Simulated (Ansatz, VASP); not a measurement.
## Hf36O (O/Hf(0001)): VASP beside Ansatz

Wanted: the spread between two codes on one cell, functional and k mesh. Of the first pair: The structure shown is the start of the Ansatz relaxation below; VASP solves that cell, so the two are compared at the walk's first step.

Program: Ansatz 0.2.0. Level of theory: plane waves, with VASP 6.6.1 beside it; single point at PBE. Results are calculated unless marked as measured.

## (1) Starting point

The cell holds 37 atoms: 36 Hf and 1 O. Its edges and angles: a = 9.600 Å, b = 9.600 Å, c = 27.208 Å, α = 90.0°, β = 90.0°, γ = 60.0°. Vacuum lies along c.

## (2) Ansatz: relaxation, PBE

Ansatz runs on its default PAW (the set named soft_2) files.

The two programs are compared at the cell with which this relaxation starts, whose forces are those of its first step.

input.yaml reads:

```yaml
crystal:
  lattice:
    - [9.6, 0.0, 0.0]
    - [4.8, 8.3138438763, 0.0]
    - [0.0, 0.0, 27.2080706252]
  atoms:
    - { symbol: Hf, position: [0.2222222222, 0.2222222222, 0.3307842046] }
    - { symbol: Hf, position: [0.0, 0.0, 0.4238154244] }
    - { symbol: Hf, position: [0.2222222222, 0.2222222222, 0.5208310629] }
    - { symbol: Hf, position: [0.0, 0.0, 0.6082833594] }
    - { symbol: Hf, position: [0.2222222222, 0.5555555556, 0.3307842046] }
    - { symbol: Hf, position: [0.0, 0.3333333333, 0.4238154244] }
    - { symbol: Hf, position: [0.2222222222, 0.5555555556, 0.5208310629] }
    - { symbol: Hf, position: [0.0, 0.3333333333, 0.6082833594] }
    - { symbol: Hf, position: [0.2222222222, 0.8888888889, 0.3307842046] }
    - { symbol: Hf, position: [0.0, 0.6666666667, 0.4238154244] }
    - { symbol: Hf, position: [0.2222222222, 0.8888888889, 0.5208310629] }
    - { symbol: Hf, position: [0.0, 0.6666666667, 0.6082833594] }
    - { symbol: Hf, position: [0.5555555556, 0.2222222222, 0.3307842046] }
    - { symbol: Hf, position: [0.3333333333, 0.0, 0.4238154244] }
    - { symbol: Hf, position: [0.5555555556, 0.2222222222, 0.5208310629] }
    - { symbol: Hf, position: [0.3333333333, 0.0, 0.6082833594] }
    - { symbol: Hf, position: [0.5555555556, 0.5555555556, 0.3307842046] }
    - { symbol: Hf, position: [0.3333333333, 0.3333333333, 0.4238154244] }
    - { symbol: Hf, position: [0.5555555556, 0.5555555556, 0.5208310629] }
    - { symbol: Hf, position: [0.3333333333, 0.3333333333, 0.6082833594] }
    - { symbol: Hf, position: [0.5555555556, 0.8888888889, 0.3307842046] }
    - { symbol: Hf, position: [0.3333333333, 0.6666666667, 0.4238154244] }
    - { symbol: Hf, position: [0.5555555556, 0.8888888889, 0.5208310629] }
    - { symbol: Hf, position: [0.3333333333, 0.6666666667, 0.6082833594] }
    - { symbol: Hf, position: [0.8888888889, 0.2222222222, 0.3307842046] }
    - { symbol: Hf, position: [0.6666666667, 0.0, 0.4238154244] }
    - { symbol: Hf, position: [0.8888888889, 0.2222222222, 0.5208310629] }
    - { symbol: Hf, position: [0.6666666667, 0.0, 0.6082833594] }
    - { symbol: Hf, position: [0.8888888889, 0.5555555556, 0.3307842046] }
    - { symbol: Hf, position: [0.6666666667, 0.3333333333, 0.4238154244] }
    - { symbol: Hf, position: [0.8888888889, 0.5555555556, 0.5208310629] }
    - { symbol: Hf, position: [0.6666666667, 0.3333333333, 0.6082833594] }
    - { symbol: Hf, position: [0.8888888889, 0.8888888889, 0.3307842046] }
    - { symbol: Hf, position: [0.6666666667, 0.6666666667, 0.4238154244] }
    - { symbol: Hf, position: [0.8888888889, 0.8888888889, 0.5208310629] }
    - { symbol: Hf, position: [0.6666666667, 0.6666666667, 0.6082833594] }
    - { symbol: O, position: [0.1111111111, 0.1111111111, 0.6692157954] }
kpoints:
  mp_grid: { grid: [4, 4, 1] }
hamiltonian:
  xc: pbe
scf:
  occupations: { method: fermi_dirac, width: 0.1 }
  convergence: { dr2_threshold: 1.0e-08 }
efield:
  axis: 3
  dipole_correction: true
  ramp_position: 0.97
  ramp_width: 0.06
relax:
  f_tol: 0.02
  max_steps: 60
  constraints:
    - { sites: [0, 1, 4, 5, 8, 9, 12, 13, 16, 17, 20, 21, 24, 25, 28, 29, 32, 33] }
output:
  write_potential: true
  write_density: true
  volumetric_format: npy
```

Started as:

```console
ansatz run input.yaml --threads 4 --pin off --max-ram 16384MiB --backend cpu --events-out ev --progress --plain --runs-dir out
```

Numbers of over 12 decimals in the logs are rounded to 6 here.

The log of the run:

```text
Engine: ansatz 0.2.0, aarch64-unknown-linux-gnu
Pseudopotentials: kind: paw
Pseudopotential: Hf, paw, valence charge 26, recommended cutoff 420 eV (normal), Hf.paw.azcp
Pseudopotential: O, paw, valence charge 6, recommended cutoff 420 eV (normal), O.paw.azcp
Functional definition: PBE
  parameter kappa = 0.804
  parameter beta = 0.066725
  exchange = pbe_x(kappa = kappa, mu = beta*pi^2/3)
  correlation = pbe_c(beta = beta)
Crystal: 37 atoms, lattice volume = 2171.555 Å³
Basis set: ecut = 420 eV, 42397 PW (Γ), exchange–correlation on 144×144×384 points (8 copies of the dense FFT grid, shifted against one another)
Bands: 566, of which v1, the nominal top of the filled ones, is band 471 counted from 1 (470 counted from 0)
Symmetry: 6 space group operations
Space group: P3m1 (ITA 156), of the structure as read, at distance tolerance 1.3e-4 Å
k-points: 4 of 16 (time reversal used)
Non-local potential: Hf, projectors of the file, l = 0: 3, l = 1: 2, l = 2: 2, l = 3: 3
Non-local potential: O, projectors of the file, l = 0: 2, l = 1: 2, l = 2: 1
PAW form: soft (Blöchl's): semilocal exchange-correlation on the pseudo side does not see the compensation charge
PAW one-centre angular grid: Hf, 590 points (default); XC on 64 Gauss nodes
PAW one-centre angular grid: O, 110 points (default); XC on 64 Gauss nodes
Initial density: superposition of atomic densities (neutral atoms: chi_scale 0, normalization atom), corrected by the library's trained network
Initial wavefunctions: pseudopotential atomic-orbital guess
Functional: x = pbe(κ = 0.804, μ = 0.219515), c = pbe(β = 0.066725)
SCF iter   1: F=—  HF=-566521.275013 eV  |F-HF|=—  |Δ(HF+E_count)|=         —  Δρ=6.42e-3  dr2=1.86e1  ethr=1.77e-3  p=-0.178 e·Å  D=-1.49e-2 V/Å  ΔV_dip=0.40 eV  dr2_dipole=3.48e-1  V_vac-E_F(+/−)=4.85/4.45 eV  ⟨swp⟩=6.0  Hψ=8332  notcnv=0  defer=37
efield: sawtooth ramp at fractional position 0.9700 (set: `efield.ramp_position`, or a place that a band, a saddle search or an elastic batch's reference lends), width 0.0600; the density the first Hamiltonian is built on has a dipole p = -0.178 e·Å; the dipole correction subtracts the counter field D = -1.49e-2 V/Å, which shifts the + side's vacuum level by +0.40 eV against the − side's; the planar-averaged density in the ramp window peaks in size at 2.7e-5 e/Å³
preconditioner: auto → LDOS  [metal: Δε(μ)=0.018 eV  Ē_g=16.885 eV  σ=0.100 eV  W_gap=0.04  n_scr=500 (ndim 8)  ℏωp=23.5 eV  f_vac=0.577  D(μ)=51.26/eV (n_scr^D=334)  β→1.0]
SCF iter   2: F=—  HF=-566520.855096 eV  |F-HF|=—  |Δ(HF+E_count)|=   4.20e-1  Δρ=2.56e-3  dr2=7.30e-1  ethr=1.77e-3  p=-0.125 e·Å  D=-1.04e-2 V/Å  ΔV_dip=0.28 eV  dr2_dipole=1.52e-2  V_vac-E_F(+/−)=4.64/4.35 eV  ⟨swp⟩=2.0  Hψ=2787  notcnv=0  defer=91
SCF iter   3: F=—  HF=-566520.840978 eV  |F-HF|=—  |Δ(HF+E_count)|=   1.41e-2  Δρ=1.18e-3  dr2=9.95e-2  ethr=7.75e-5  p=-0.127 e·Å  D=-1.06e-2 V/Å  ΔV_dip=0.29 eV  dr2_dipole=6.21e-4  V_vac-E_F(+/−)=4.66/4.38 eV  ⟨swp⟩=2.0  Hψ=4095  notcnv=0  defer=91
SCF iter   4: F=—  HF=-566520.836024 eV  |F-HF|=—  |Δ(HF+E_count)|=   4.95e-3  Δρ=3.25e-4  dr2=4.49e-3  ethr=1.06e-5  p=-0.117 e·Å  D=-9.71e-3 V/Å  ΔV_dip=0.26 eV  dr2_dipole=5.15e-5  V_vac-E_F(+/−)=4.64/4.37 eV  ⟨swp⟩=2.0  Hψ=3820  notcnv=0  defer=91
SCF iter   5: F=—  HF=-566520.836798 eV  |F-HF|=—  |Δ(HF+E_count)|=   7.73e-4  Δρ=1.31e-4  dr2=1.07e-3  ethr=4.77e-7  p=-0.110 e·Å  D=-9.13e-3 V/Å  ΔV_dip=0.25 eV  dr2_dipole=5.37e-5  V_vac-E_F(+/−)=4.62/4.37 eV  ⟨swp⟩=3.0  Hψ=3839  notcnv=0  defer=91
SCF iter   6: F=—  HF=-566520.836933 eV  |F-HF|=—  |Δ(HF+E_count)|=   1.35e-4  Δρ=4.81e-5  dr2=1.19e-4  ethr=1.13e-7  p=-0.105 e·Å  D=-8.77e-3 V/Å  ΔV_dip=0.24 eV  dr2_dipole=4.65e-5  V_vac-E_F(+/−)=4.61/4.37 eV  ⟨swp⟩=2.0  Hψ=3834  notcnv=0  defer=91
SCF iter   7: F=—  HF=-566520.836955 eV  |F-HF|=—  |Δ(HF+E_count)|=   2.27e-5  Δρ=1.97e-5  dr2=1.95e-5  ethr=1.27e-8  p=-0.103 e·Å  D=-8.61e-3 V/Å  ΔV_dip=0.23 eV  dr2_dipole=2.86e-7  V_vac-E_F(+/−)=4.61/4.37 eV  ⟨swp⟩=2.2  Hψ=4120  notcnv=0  defer=91
SCF iter   8: F=—  HF=-566520.837318 eV  |F-HF|=—  |Δ(HF+E_count)|=   3.63e-4  Δρ=7.49e-6  dr2=2.67e-6  ethr=2.08e-9  p=-0.102 e·Å  D=-8.51e-3 V/Å  ΔV_dip=0.23 eV  dr2_dipole=4.32e-8  V_vac-E_F(+/−)=4.61/4.37 eV  ⟨swp⟩=2.5  Hψ=4248  notcnv=0  defer=91
SCF iter   9: F=—  HF=-566520.837320 eV  |F-HF|=—  |Δ(HF+E_count)|=   1.89e-6  Δρ=3.37e-6  dr2=1.25e-6  ethr=2.83e-10  p=-0.101 e·Å  D=-8.45e-3 V/Å  ΔV_dip=0.23 eV  dr2_dipole=1.82e-7  V_vac-E_F(+/−)=4.60/4.37 eV  ⟨swp⟩=2.8  Hψ=4156  notcnv=0  defer=91
SCF iter  10: F=—  HF=-566520.837320 eV  |F-HF|=—  |Δ(HF+E_count)|=   3.94e-7  Δρ=1.41e-6  dr2=1.44e-7  ethr=1.32e-10  p=-0.101 e·Å  D=-8.42e-3 V/Å  ΔV_dip=0.23 eV  dr2_dipole=1.28e-8  V_vac-E_F(+/−)=4.60/4.37 eV  ⟨swp⟩=2.2  Hψ=3575  notcnv=0  defer=91
[...]
k-point 3: bands = [... 467 lower, 4.6333, 4.7648, 4.7870, 4.8301, 4.8749, 4.8858, 4.9406, 4.9612, ... 91 higher]
--- Relaxed structure (7 steps of the walk, 7 accepted, 0 SCFs on fresh bases) ---
  F+E_penalty+E_count = -566522.93961374 eV   max|allowed force component| = 2.809e-3 eV/Å
  atoms:
    - { symbol: Hf, position: [0.222222, 0.222222, 0.3307842046] }
    - { symbol: Hf, position: [1.1111101403313755e-11, 1.1111101403313757e-11, 0.4238154244] }
    - { symbol: Hf, position: [0.221296, 0.221296, 0.521545] }
    - { symbol: Hf, position: [0.000672836, 0.000672836, 0.612346] }
    - { symbol: Hf, position: [0.222222, 0.555556, 0.3307842046] }
    - { symbol: Hf, position: [1.1111139786024182e-11, 0.333333, 0.4238154244] }
    - { symbol: Hf, position: [0.221458, 0.555938, 0.519665] }
    - { symbol: Hf, position: [0.000672836, 0.331988, 0.612346] }
    - { symbol: Hf, position: [0.222222, 0.888889, 0.3307842046] }
    - { symbol: Hf, position: [-2.2222168549745902e-11, 0.666667, 0.4238154244] }
    - { symbol: Hf, position: [0.221296, 0.890741, 0.521545] }
    - { symbol: Hf, position: [0.00399186, 0.664671, 0.607994] }
    - { symbol: Hf, position: [0.555556, 0.222222, 0.3307842046] }
    - { symbol: Hf, position: [0.333333, 1.1111101403313757e-11, 0.4238154244] }
    - { symbol: Hf, position: [0.555938, 0.221458, 0.519665] }
    - { symbol: Hf, position: [0.331988, 0.000672836, 0.612346] }
    - { symbol: Hf, position: [0.555556, 0.555556, 0.3307842046] }
    - { symbol: Hf, position: [0.333333, 0.333333, 0.4238154244] }
    - { symbol: Hf, position: [0.555938, 0.555938, 0.519665] }
    - { symbol: Hf, position: [0.335529, 0.335529, 0.607244] }
    - { symbol: Hf, position: [0.555556, 0.888889, 0.3307842046] }
    - { symbol: Hf, position: [0.333333, 0.666667, 0.4238154244] }
    - { symbol: Hf, position: [0.555867, 0.888733, 0.520925] }
    - { symbol: Hf, position: [0.335529, 0.662276, 0.607244] }
[...]
- { symbol: Hf, position: [0.888889, 0.555556, 0.3307842046] }
    - { symbol: Hf, position: [0.666667, 0.333333, 0.4238154244] }
    - { symbol: Hf, position: [0.888733, 0.555867, 0.520925] }
    - { symbol: Hf, position: [0.662276, 0.335529, 0.607244] }
    - { symbol: Hf, position: [0.888889, 0.888889, 0.3307842046] }
    - { symbol: Hf, position: [0.666667, 0.666667, 0.4238154244] }
    - { symbol: Hf, position: [0.888733, 0.888733, 0.520925] }
    - { symbol: Hf, position: [0.664671, 0.664671, 0.607994] }
    - { symbol: O, position: [0.111111, 0.111111, 0.647641] }
```

The column dr2 measures how far the density is from self-consistency, as an energy; F and HF (Harris–Foulkes) agree once it is small.

## (3) VASP: single point, PBE, start cell, pair 1

The same cell, functional, mesh and smearing now go to VASP, with its own data sets.

Lines of VASP's logs that name or quote its potential files are left out, and so is its time.

INCAR reads:

```
SYSTEM = Hf36O
PREC = Accurate
ENCUT = 520
EDIFF = 1E-06
NELM = 120
ISMEAR = -1
SIGMA = 0.1
LREAL = Auto
ALGO = Normal
GGA = PE
NBANDS = 212
LASPH = .TRUE.
LORBIT = 11
LWAVE = .FALSE.
LCHARG = .FALSE.
ISIF = 2
LDIPOL = .TRUE.
IDIPOL = 3
DIPOL = 0.5 0.5 0.476
LVHAR = .TRUE.
GGA_COMPAT = .FALSE.
NELMDL = -8
KPAR = 4
```

POSCAR reads:

```
Hf36O
1.0
    9.6000000000      0.0000000000      0.0000000000
    4.8000000000      8.3138438763      0.0000000000
    0.0000000000      0.0000000000     27.2080706252
Hf O
36 1
Direct
    0.2222222598      0.2222221821      0.3307842046
    0.0000000317      0.9999999540      0.4238154244
    0.2222222598      0.2222221821      0.5208310503
    0.0000000317      0.9999999540      0.6082833740
    0.2222222598      0.5555554979      0.3307842046
    0.0000000317      0.3333332698      0.4238154244
    0.2222222598      0.5555554979      0.5208310503
    0.0000000317      0.3333332698      0.6082833740
    0.2222222598      0.8888888137      0.3307842046
    0.0000000092      0.6666666232      0.4238154244
    0.2222222598      0.8888888137      0.5208310503
    0.0000000092      0.6666666232      0.6082833740
    0.5555555756      0.2222221821      0.3307842046
    0.3333333475      0.9999999540      0.4238154244
    0.5555555756      0.2222221821      0.5208310503
    0.3333333475      0.9999999540      0.6082833740
    0.5555555756      0.5555554979      0.3307842046
    0.3333333450      0.3333332673      0.4238154244
    0.5555555756      0.5555554979      0.5208310503
    0.3333333450      0.3333332673      0.6082833740
    0.5555555932      0.8888888312      0.3307842046
    0.3333333450      0.6666666432      0.4238154244
    0.5555555932      0.8888888312      0.5208310503
    0.3333333450      0.6666666432      0.6082833740
    0.8888888914      0.2222221821      0.3307842046
    0.6666667009      0.9999999315      0.4238154244
    0.8888888914      0.2222221821      0.5208310503
    0.6666667009      0.9999999315      0.6082833740
    0.8888889089      0.5555555155      0.3307842046
    0.6666667209      0.3333332673      0.4238154244
    0.8888889089      0.5555555155      0.5208310503
    0.6666667209      0.3333332673      0.6082833740
    0.8888889089      0.8888888312      0.3307842046
    0.6666667009      0.6666666232      0.4238154244
    0.8888889089      0.8888888312      0.5208310503
    0.6666667009      0.6666666232      0.6082833740
    0.1111111370      0.1111110593      0.6692158092
```

KPOINTS reads:

```
Automatic mesh
0
Gamma
4 4 1
0 0 0
```

The projector-augmented-wave data sets are Hf_pv and O (PBE family, release 64).

Started as:

```console
mpirun -np 4 vasp_std
```

The log of the run:

```text
[banner, memory and clock lines left out]
running    4 mpi-ranks, on    1 nodes
[...]
LDA part: xc-table for (Slater+PW92), standard interpolation
 POSCAR, INCAR and KPOINTS ok, starting setup
[...]
entering main loop
       N       E                     dE             d eps       ncg     rms          rms(c)
DAV:   1     0.172608431488E+04    0.17261E+04   -0.19903E+05  2256   0.144E+03
DAV:   2    -0.204695026339E+03   -0.19308E+04   -0.18793E+04  1972   0.333E+02
DAV:   3    -0.365684306767E+03   -0.16099E+03   -0.15576E+03  2152   0.647E+01
DAV:   4    -0.378284033268E+03   -0.12600E+02   -0.12061E+02  2304   0.143E+01
[...]
DAV:  65    -0.349164142355E+03   -0.51779E-05   -0.67575E-07  1056   0.909E-04    0.488E-03
DAV:  66    -0.349164144110E+03   -0.17541E-05   -0.41917E-07  1000   0.659E-04    0.369E-03
DAV:  67    -0.349164144961E+03   -0.85141E-06   -0.30423E-07   968   0.419E-04
   1 F= -.34916414E+03 E0= -.34831190E+03  d E =-.170448E+01
```

OUTCAR, selected parts (step 3):

```text
  Total      -17.6962293    -17.6962293    -23.9270820      0.0000000     -0.0000000      0.0000000
  in kB      -13.0563107    -13.0563107    -17.6534453      0.0000000     -0.0000000      0.0000000
  external PRESSURE =     -14.5886889 kB  Pullay stress =       0.0000000 kB

 POSITION                                       TOTAL-FORCE (eV/Angst)
 -----------------------------------------------------------------------------------
      3.20000      1.84752      9.00000         0.004483      0.002588      0.683436
      4.80000      8.31384     11.53120        -0.014904     -0.008605     -0.647179
      3.20000      1.84752     14.17081        -0.019244     -0.011111      0.015375
      4.80000      8.31384     16.55022         0.880634      0.508434      1.840084
      4.80000      4.61880      9.00000        -0.009317      0.005379      0.706472
      1.60000      2.77128     11.53120        -0.000000      0.017209     -0.647179
      4.80000      4.61880     14.17081        -0.030554      0.017640      0.057163
      1.60000      2.77128     16.55022         0.000000     -1.016868      1.840084
      6.40000      7.39008      9.00000        -0.000000     -0.005176      0.683436
      3.20000      5.54256     11.53120         0.014662     -0.008465     -0.721436
      6.40000      7.39008     14.17081        -0.000000      0.022221      0.015375
      3.20000      5.54256     16.55022        -0.003698      0.002135     -0.123992
      6.40000      1.84752      9.00000        -0.000000     -0.010759      0.706472
      8.00000      8.31384     11.53120         0.014904     -0.008605     -0.647179
[...]
-----------------------------------------------------------------------------------
    total drift:                                0.000027      0.002387     -0.001516

  FREE ENERGIE OF THE ION-ELECTRON SYSTEM (eV)
  ---------------------------------------------------
  free  energy   TOTEN  =      -349.1641449610 eV

  energy  without entropy=     -347.4596638727  energy(sigma->0) =     -348.31190442

[... 3 further parts left out ...]
[key lines of the parts left out:]
E-fermi :  -0.8673
```

Harder data sets than Hf_pv exist (the GW ones), and pressures, volumes and forces can shift noticeably with them.

## (4) Side by side

Known differences besides the potentials themselves: the data sets hold 942 valence electrons in Ansatz (on its default PAW (the set named soft_2) files) and 366 in VASP; the cutoff is 420 eV in Ansatz and 520 eV in VASP (PREC = Accurate, projectors in real space). Total energies have different zeros and are not compared.

Forces on 10 of the 37 atoms, those with the largest forces and the largest differences (eV/Å; atoms numbered as in POSCAR):

```csv
atom,"Ansatz x, y, z","VASP x, y, z"
Hf4,"0.861, 0.497, 1.872","0.881, 0.508, 1.840"
Hf8,"0.000, -0.994, 1.872","0.000, -1.017, 1.840"
Hf10,"0.014, -0.008, -0.703","0.015, -0.008, -0.721"
Hf12,"-0.004, 0.002, -0.074","-0.004, 0.002, -0.124"
Hf16,"-0.861, 0.497, 1.872","-0.881, 0.508, 1.840"
Hf26,"0.000, 0.017, -0.703","0.000, 0.017, -0.721"
Hf28,"0.000, -0.004, -0.074","0.000, -0.004, -0.124"
Hf34,"-0.014, -0.008, -0.703","-0.015, -0.008, -0.721"
Hf36,"0.004, 0.002, -0.074","0.004, 0.002, -0.124"
O37,"0.000, 0.000, -4.671","0.000, 0.000, -4.717"
```

The forces differ by 20 meV/Å r.m.s., which is 3.2 % of the r.m.s. force of 0.633 eV/Å (both taken over all components). With vacuum in the cell, a pressure given here is an average over mostly empty space and none of the material.

## (5) Ansatz: relaxation, PBE

This run makes the geometry at which the two programs are then compared.

The structure compared here is the end of the Ansatz relaxation.

input.yaml is that of step 2.

Started as:

```console
ansatz run input.yaml --threads 4 --pin off --max-ram 16384MiB --backend cpu --events-out ev --progress --plain --runs-dir out
```

The log of the run:

```text
[...]
Crystal: 37 atoms, lattice volume = 2171.555 Å³
Basis set: ecut = 420 eV, 42397 PW (Γ), exchange–correlation on 144×144×384 points (8 copies of the dense FFT grid, shifted against one another)
Bands: 566, of which v1, the nominal top of the filled ones, is band 471 counted from 1 (470 counted from 0)
Symmetry: 6 space group operations
[...]
k-points: 4 of 16 (time reversal used)
[...]
- { symbol: Hf, position: [0.222222, 0.555556, 0.3307842046] }
    - { symbol: Hf, position: [1.1111139786024182e-11, 0.333333, 0.4238154244] }
    - { symbol: Hf, position: [0.221458, 0.555938, 0.519665] }
    - { symbol: Hf, position: [0.000672836, 0.331988, 0.612346] }
    - { symbol: Hf, position: [0.222222, 0.888889, 0.3307842046] }
[...]
- { symbol: Hf, position: [0.888889, 0.888889, 0.3307842046] }
    - { symbol: Hf, position: [0.666667, 0.666667, 0.4238154244] }
    - { symbol: Hf, position: [0.888733, 0.888733, 0.520925] }
    - { symbol: Hf, position: [0.664671, 0.664671, 0.607994] }
    - { symbol: O, position: [0.111111, 0.111111, 0.647641] }
```

[end of part 1 of 2]

[Lines on the potential files, build, host, timing and source positions are cut from VASP's logs without a mark.]

[Logs are printed without paths, hosts, clocks, repeated set-up lines and the standing remarks that a program may print on its own settings, such as how far it seeks lower states.]

[Hosts, paths, dates, database ids (printed as entryN), source tags and the programs' standing remarks are cut or masked in the printed files.]
